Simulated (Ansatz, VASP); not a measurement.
## MgBe2SeO2 in VASP and in Ansatz

Contents of INCAR:

```
SYSTEM = MgBe2SeO2
  ALGO = Normal
  EDIFF = 1E-6
  ENCUT = 520
  GGA = PE
  ISIF = 2
  ISMEAR = 0
  ISPIN = 2
  LASPH = .True.
  LCHARG = .False.
  LORBIT = 11
  LREAL = .False.
  LWAVE = .False.
  MAGMOM = 0 0 0 0 1 1
  NBANDS = 25
  NELM = 150
  PREC = Accurate
  SIGMA = 0.1
```

KPOINTS

```
k-points
0
Gamma
  6 6 4
  0 0 0
```

The input POSCAR:

```
MgBe2SeO2
1.0
    4.1261504400      0.0000000000      0.0000000000
   -2.0630752200      3.5733511000      0.0000000000
    0.0000000000      0.0000000000      6.4753950300
Mg Be Se O
1 2 1 2
Direct
    0.3333333300      0.6666666700      0.5000000000
    0.6666666700      0.3333333300      0.0000000000
    0.0000000000      0.0000000000      0.5000000000
    0.3333333300      0.6666666700      0.0000000000
    0.6666666700      0.3333333300      0.2672173200
    0.6666666700      0.3333333300      0.7327826800
```

Input for Ansatz:

```yaml
crystal:
  lattice:
    - [4.12615044, 0.0, 0.0]
    - [-2.06307522, 3.5733511, 0.0]
    - [0.0, 0.0, 6.47539503]
  atoms:
    - { symbol: Mg, position: [0.33333333, 0.66666667, 0.5] }
    - { symbol: Be, position: [0.66666667, 0.33333333, 0.0] }
    - { symbol: Be, position: [0.0, 0.0, 0.5] }
    - { symbol: Se, position: [0.33333333, 0.66666667, 0.0] }
    - { symbol: O, position: [0.66666667, 0.33333333, 0.26721732], spin: 1.0 }
    - { symbol: O, position: [0.66666667, 0.33333333, 0.73278268], spin: 1.0 }
basis:
  ecutwfc: 420
kpoints:
  mp_grid: { grid: [6, 6, 4] }
hamiltonian:
  xc: pbe
scf:
  occupations: { method: gaussian, width: 0.1 }
  lower_state_search: "off"
output:
  forces: true
  stress: true
  eigenvalues: true
  populations: true
magnetization:
  spin_polarized: true
```

Alike in both runs: task single point; functional PBE; k mesh 6 × 6 × 4; occupations gaussian, width 0.1 eV; collinear spin.

|  | VASP | Ansatz |
| --- | --- | --- |
| version | VASP 6.6.1 | Ansatz 0.2.0 |
| potentials or method | VASP PAW PBE potentials, release 64 (Mg, Be, Se, O) | scalar-relativistic, plane waves, PAW |
| plane-wave cutoff (eV) | 520 | 420 |
| valence electrons in the cell | 24 | 42 |

Ansatz gave:

| Item | Value |
| --- | --- |
| gap on the k mesh at the Fermi level (eV) | none |
| pressure (GPa) | -7.9 |
| largest component of the traceless stress (GPa) | 8.74 |
| rms of the force components (eV/Å) | 0.321 |
| net moment per atom (μB) | 0.00 |

Task: What did VASP give for the same quantities?

Result: gap on the k mesh at the Fermi level (eV): none; pressure (GPa): -7.9; largest component of the traceless stress (GPa): 8.64; rms of the force components (eV/Å): 0.331; net moment per atom (μB): 0.00.

Atom by atom the forces differ by 0.010 eV/Å (rms over components). A gap of «none» marks a metal or a gap that the smearing closes. With one functional, cell and mesh, what is left measures potentials, basis and numerics. The two sets of potentials don't hold the same shells in valence. Ansatz warned: «seeded_moment_not_kept».
